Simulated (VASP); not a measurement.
These are PBE GGA, VASP's PBE PAW potentials (set 64) (plane waves; VASP 6.6.1) values and carry that method's errors.

VASP input:

### POSCAR
```
Sb
1
    4.0212792287    -2.1929255118    -0.0018902848
    4.0212792287     2.1929255118    -0.0018902848
    2.8271045841     0.0000000000     3.6037605974
Sb
2
Direct
  0.2329647319   0.2329647319   0.2329647319
  0.7670352681   0.7670352681   0.7670352681
```

INCAR:
```
# general
SYSTEM   =  Sb
PREC     =  Accurate
ENCUT    =  530
LREAL    =  F
LASPH    =  T

# electronic loop
EDIFF    =  1E-7
NELM     =  100
ALGO     =  Normal
LMAXMIX  =  4

# smearing
ISMEAR   =  0
SIGMA    =  0.05

# functional
GGA      =  PE

# ions
IBRION   =  6
NSW      =  1
ISIF     =  3
POTIM    =  0.015
NFREE    =  2

# output
LWAVE    =  F
LCHARG   =  F
```

**KPOINTS**
```
Automatic mesh
0
Gamma
7 7 7
0 0 0
```

POTCAR, in this order: Sb (PBE.64 set). Program: vasp_std.

The resulting files:

OSZICAR:
```
...
DAV:   4    -0.829137370665E+01    0.13103E-05   -0.13287E-04  1974   0.967E-02    0.734E-02
DAV:   5    -0.829136672497E+01    0.69817E-05   -0.13033E-05  2015   0.304E-02    0.891E-03
DAV:   6    -0.829136654290E+01    0.18207E-06   -0.10319E-06  2020   0.672E-03    0.534E-03
DAV:   7    -0.829136653496E+01    0.79357E-08   -0.12056E-07  1550   0.272E-03
   6 F= -.82913665E+01 E0= -.82913660E+01  d E =-.101295E-05
       N       E                     dE             d eps       ncg     rms          rms(c)
DAV:   1    -0.830281909076E+01   -0.11453E-01   -0.61838E-01  1918   0.445E+00    0.560E-01
DAV:   2    -0.829574936352E+01    0.70697E-02   -0.13144E-02  1859   0.861E-01    0.321E-01
DAV:   3    -0.829159287521E+01    0.41565E-02   -0.10260E-02  1896   0.542E-01    0.102E-01
DAV:   4    -0.829158486218E+01    0.80130E-05   -0.15000E-04  1984   0.103E-01    0.664E-02
DAV:   5    -0.829158087250E+01    0.39897E-05   -0.27178E-05  2020   0.406E-02    0.340E-03
DAV:   6    -0.829158020998E+01    0.66252E-06   -0.19207E-06  2023   0.104E-02    0.235E-03
DAV:   7    -0.829157996587E+01    0.24411E-06   -0.27827E-07  1852   0.372E-03    0.782E-04
DAV:   8    -0.829157994895E+01    0.16919E-07   -0.14540E-08   913   0.969E-04
   7 F= -.82915799E+01 E0= -.82915771E+01  d E =-.569325E-05
       N       E                     dE             d eps       ncg     rms          rms(c)
DAV:   1    -0.829744159080E+01   -0.58616E-02   -0.30892E-01  3246   0.312E+00    0.315E-01
DAV:   2    -0.829514631296E+01    0.22953E-02   -0.87135E-03  3201   0.684E-01    0.191E-01
DAV:   3    -0.829355092414E+01    0.15954E-02   -0.41890E-03  3324   0.357E-01    0.499E-02
DAV:   4    -0.829355430810E+01   -0.33840E-05   -0.10364E-04  3398   0.788E-02    0.363E-02
DAV:   5    -0.829355512399E+01   -0.81588E-06   -0.95463E-06  3489   0.245E-02    0.278E-03
DAV:   6    -0.829355537268E+01   -0.24869E-06   -0.74573E-07  3395   0.613E-03    0.133E-03
DAV:   7    -0.829355555320E+01   -0.18052E-06   -0.11952E-07  1702   0.245E-03    0.501E-04
DAV:   8    -0.829355558723E+01   -0.34033E-07   -0.15627E-08  1561   0.103E-03
   8 F= -.82935556E+01 E0= -.82935556E+01  d E =-.348471E-07
       N       E                     dE             d eps       ncg     rms          rms(c)
DAV:   1    -0.829863682756E+01   -0.50813E-02   -0.26006E-01  3285   0.277E+00    0.330E-01
DAV:   2    -0.829540045185E+01    0.32364E-02   -0.84245E-03  3241   0.659E-01    0.190E-01
DAV:   3    -0.829352097009E+01    0.18795E-02   -0.55011E-03  3330   0.422E-01    0.263E-02
DAV:   4    -0.829355017911E+01   -0.29209E-04   -0.28502E-04  3362   0.124E-01    0.150E-02
DAV:   5    -0.829355487306E+01   -0.46939E-05   -0.52273E-06  3800   0.209E-02    0.521E-03
DAV:   6    -0.829355556221E+01   -0.68915E-06   -0.14767E-06  3247   0.850E-03    0.878E-04
DAV:   7    -0.829355559672E+01   -0.34512E-07   -0.90473E-08  1729   0.233E-03
   9 F= -.82935556E+01 E0= -.82935556E+01  d E =-.348365E-07
       N       E                     dE             d eps       ncg     rms          rms(c)
DAV:   1    -0.829988875943E+01   -0.63332E-02   -0.29309E-01  3269   0.312E+00    0.335E-01
DAV:   2    -0.829535146766E+01    0.45373E-02   -0.10919E-02  3200   0.771E-01    0.188E-01
DAV:   3    -0.829263837825E+01    0.27131E-02   -0.72817E-03  3284   0.498E-01    0.264E-02
DAV:   4    -0.829267940798E+01   -0.41030E-04   -0.43521E-04  3323   0.151E-01    0.125E-02
DAV:   5    -0.829268239524E+01   -0.29873E-05   -0.71644E-06  3724   0.232E-02    0.394E-03
DAV:   6    -0.829268262056E+01   -0.22532E-06   -0.14572E-06  3288   0.798E-03    0.177E-03
DAV:   7    -0.829268263787E+01   -0.17308E-07   -0.18435E-07  1903   0.313E-03
  10 F= -.82926826E+01 E0= -.82926747E+01  d E =-.159470E-04
       N       E                     dE             d eps       ncg     rms          rms(c)
DAV:   1    -0.830265954587E+01   -0.99769E-02   -0.34449E-01  3312   0.324E+00    0.407E-01
DAV:   2    -0.829631627413E+01    0.63433E-02   -0.14862E-02  3226   0.876E-01    0.231E-01
DAV:   3    -0.829262171673E+01    0.36946E-02   -0.10639E-02  3276   0.616E-01    0.330E-02
DAV:   4    -0.829267860095E+01   -0.56884E-04   -0.72212E-04  3293   0.193E-01    0.164E-02
DAV:   5    -0.829268249107E+01   -0.38901E-05   -0.22020E-05  3616   0.358E-02    0.428E-03
DAV:   6    -0.829268253137E+01   -0.40297E-07   -0.24364E-06  3282   0.102E-02    0.182E-03
DAV:   7    -0.829268263372E+01   -0.10236E-06   -0.32857E-07  3250   0.427E-03    0.662E-04
DAV:   8    -0.829268263879E+01   -0.50701E-08   -0.16780E-08  1558   0.103E-03
  11 F= -.82926826E+01 E0= -.82926747E+01  d E =-.159407E-04
       N       E                     dE             d eps       ncg     rms          rms(c)
DAV:   1    -0.829761270037E+01   -0.49301E-02   -0.30092E-01  1940   0.312E+00    0.261E-01
DAV:   2    -0.829509653225E+01    0.25162E-02   -0.10611E-02  1886   0.755E-01    0.158E-01
DAV:   3    -0.829274938522E+01    0.23471E-02   -0.53642E-03  1879   0.435E-01    0.263E-02
DAV:   4    -0.829274196093E+01    0.74243E-05   -0.39303E-04  1976   0.139E-01    0.152E-02
DAV:   5    -0.829270350426E+01    0.38457E-04   -0.55353E-05  1939   0.484E-02    0.285E-03
DAV:   6    -0.829270160346E+01    0.19008E-05   -0.68157E-06  1959   0.173E-02    0.137E-03
DAV:   7    -0.829270067751E+01    0.92595E-06   -0.25753E-07  1522   0.371E-03    0.395E-04
DAV:   8    -0.829270055176E+01    0.12575E-06   -0.31099E-08   912   0.137E-03    0.178E-04
DAV:   9    -0.829270048800E+01    0.63758E-07   -0.44311E-09   909   0.593E-04
  12 F= -.82927005E+01 E0= -.82926999E+01  d E =-.113376E-05
       N       E                     dE             d eps       ncg     rms          rms(c)
DAV:   1    -0.830343624828E+01   -0.10736E-01   -0.41630E-01  1920   0.364E+00    0.416E-01
DAV:   2    -0.829665024906E+01    0.67860E-02   -0.16533E-02  1904   0.937E-01    0.237E-01
DAV:   3    -0.829265178601E+01    0.39985E-02   -0.11465E-02  1900   0.617E-01    0.331E-02
DAV:   4    -0.829270855783E+01   -0.56772E-04   -0.69368E-04  1942   0.189E-01    0.176E-02
DAV:   5    -0.829271325819E+01   -0.47004E-05   -0.17088E-05  2128   0.328E-02    0.567E-03
DAV:   6    -0.829271388423E+01   -0.62605E-06   -0.28090E-06  1965   0.110E-02    0.176E-03
DAV:   7    -0.829271397371E+01   -0.89475E-07   -0.38428E-07  1858   0.448E-03
  13 F= -.82927140E+01 E0= -.82927139E+01  d E =-.152208E-06
       N       E                     dE             d eps       ncg     rms          rms(c)
DAV:   1    -0.829738485963E+01   -0.46710E-02   -0.16946E-01  1996   0.257E+00    0.213E-01
DAV:   2    -0.829569426415E+01    0.16906E-02   -0.60535E-03  1872   0.582E-01    0.118E-01
DAV:   3    -0.829470208119E+01    0.99218E-03   -0.26440E-03  1973   0.302E-01    0.159E-02
DAV:   4    -0.829472203485E+01   -0.19954E-04   -0.20679E-04  1877   0.993E-02    0.115E-02
DAV:   5    -0.829472266618E+01   -0.63133E-06   -0.31318E-06  2222   0.155E-02    0.797E-03
DAV:   6    -0.829472321146E+01   -0.54528E-06   -0.11495E-06  1889   0.791E-03    0.918E-04
DAV:   7    -0.829472325689E+01   -0.45436E-07   -0.10377E-07   957   0.258E-03
  14 F= -.82947233E+01 E0= -.82947232E+01  d E =-.202954E-07
       N       E                     dE             d eps       ncg     rms          rms(c)
DAV:   1    -0.829415926423E+01    0.56395E-03   -0.21673E-01  1834   0.298E+00    0.101E-01
DAV:   2    -0.829459746452E+01   -0.43820E-03   -0.53394E-03  2129   0.607E-01    0.348E-02
DAV:   3    -0.829459388897E+01    0.35756E-05   -0.79763E-05  2042   0.732E-02    0.166E-02
DAV:   4    -0.829459703746E+01   -0.31485E-05   -0.12522E-05  2176   0.241E-02    0.497E-03
DAV:   5    -0.829459746747E+01   -0.43001E-06   -0.10736E-06  1894   0.761E-03    0.706E-04
DAV:   6    -0.829459744154E+01    0.25930E-07   -0.48628E-08   978   0.182E-03
  15 F= -.82945974E+01 E0= -.82945974E+01  d E =-.182034E-07
```

**OUTCAR**
```
------------------------ aborting loop because EDIFF is reached ----------------------------------------
  FORCE on cell =-STRESS in cart. coord.  units (eV):
  Direction    XX          YY          ZZ          XY          YZ          ZX
  --------------------------------------------------------------------------------------
  Total        0.0975969      0.0385182      0.0446261      0.0000000      0.0000000     -0.0097563
  in kB        2.4593050      0.9706058      1.1245149      0.0000000      0.0000000     -0.2458460
  external PRESSURE =       1.5181419 kB  Pullay stress =       0.0000000 kB
  volume of cell :       63.58
      direct lattice vectors                 reciprocal lattice vectors
     4.021279229 -2.192925512 -0.001890285     0.124292708 -0.228005921 -0.097506057
     4.021279229  2.192925512 -0.001890285     0.124292708  0.228005921 -0.097506057
     2.827104584  0.000000000  3.603760597     0.000130391  0.000000000  0.277385621
 POSITION                                       TOTAL-FORCE (eV/Angst)
 -----------------------------------------------------------------------------------
      2.51725      0.00000      0.83867         0.075550      0.000000      0.012207
      8.33741      0.00000      2.76131        -0.075550      0.000000     -0.012207
 -----------------------------------------------------------------------------------
    total drift:                                0.001073      0.000000      0.001196
  FREE ENERGIE OF THE ION-ELECTRON SYSTEM (eV)
  ---------------------------------------------------
  free  energy   TOTEN  =        -8.2945974415 eV

  energy  without entropy=       -8.2945974233  energy(sigma->0) =       -8.29459743

   1 f  =    4.428478 THz    27.824945 2PiTHz  147.718113 cm-1    18.314704 meV
             X         Y         Z           dx          dy          dz
      2.532248  0.000000  0.838668     0.671250   -0.000000    0.222315
      8.337415  0.000000  2.761312    -0.671250   -0.000000   -0.222315

   2 f  =    3.074115 THz    19.315232 2PiTHz  102.541426 cm-1    12.713511 meV
             X         Y         Z           dx          dy          dz
      2.532248  0.000000  0.838668     0.222315   -0.000000   -0.671250
      8.337415  0.000000  2.761312    -0.222315   -0.000000    0.671250

   3 f  =    3.074114 THz    19.315229 2PiTHz  102.541411 cm-1    12.713509 meV
             X         Y         Z           dx          dy          dz
      2.532248  0.000000  0.838668    -0.000000    0.707107   -0.000000
      8.337415  0.000000  2.761312    -0.000000   -0.707107   -0.000000

   4 f  =    0.000000 THz     0.000000 2PiTHz    0.000002 cm-1     0.000000 meV
             X         Y         Z           dx          dy          dz
      2.532248  0.000000  0.838668     0.698805    0.028029    0.104339
      8.337415  0.000000  2.761312     0.698805    0.028029    0.104339

   5 f/i=    0.000000 THz     0.000000 2PiTHz    0.000001 cm-1     0.000000 meV
             X         Y         Z           dx          dy          dz
      2.532248  0.000000  0.838668     0.092845   -0.504996   -0.486167
      8.337415  0.000000  2.761312     0.092845   -0.504996   -0.486167

   6 f/i=    0.000000 THz     0.000000 2PiTHz    0.000002 cm-1     0.000000 meV
             X         Y         Z           dx          dy          dz
      2.532248  0.000000  0.838668     0.055244    0.494159   -0.502747
      8.337415  0.000000  2.761312     0.055244    0.494159   -0.502747

 ELASTIC MODULI CONTR FROM IONIC RELAXATION (kBar)
 Direction    XX          YY          ZZ          XY          YZ          ZX
 --------------------------------------------------------------------------------
 XX        -302.1013    -74.4203    -88.3426      0.0000      0.0000    114.3038
 YY         -74.4203   -105.0645   -107.5314     -0.0000     -0.0000    -89.8921
 ZZ         -88.3426   -107.5314   -110.6505     -0.0000     -0.0000    -83.3139
 XY           0.0000     -0.0000     -0.0000   -176.2679   -131.3631     -0.0000
 YZ           0.0000     -0.0000     -0.0000   -131.3631    -97.8979     -0.0000
 ZX         114.3038    -89.8921    -83.3139     -0.0000     -0.0000   -203.9253
 --------------------------------------------------------------------------------

 TOTAL ELASTIC MODULI (kBar)
 Direction    XX          YY          ZZ          XY          YZ          ZX
 --------------------------------------------------------------------------------
 XX         511.7404    111.8583    282.3505      0.0000      0.0000   -148.1238
 YY         111.8583    940.9258    317.5325     -0.0000     -0.0000    142.2772
 ZZ         282.3505    317.5325    719.4975     -0.0000     -0.0000   -147.9501
 XY           0.0000     -0.0000     -0.0000    187.8076    117.0726     -0.0000
 YZ           0.0000     -0.0000     -0.0000    117.0726    461.2358     -0.0000
 ZX        -148.1238    142.2772   -147.9501     -0.0000     -0.0000    349.9521
 --------------------------------------------------------------------------------
```
(Selected blocks of OUTCAR.)

Tensors are in the Cartesian frame of the cell as typed. Finite-difference elastic constants of metals are sensitive to mesh and smearing; shear constants can be off by tens of GPa.

The compound is Sb in the a7 structure. It was relaxed first, which changed the volume by +5 %.
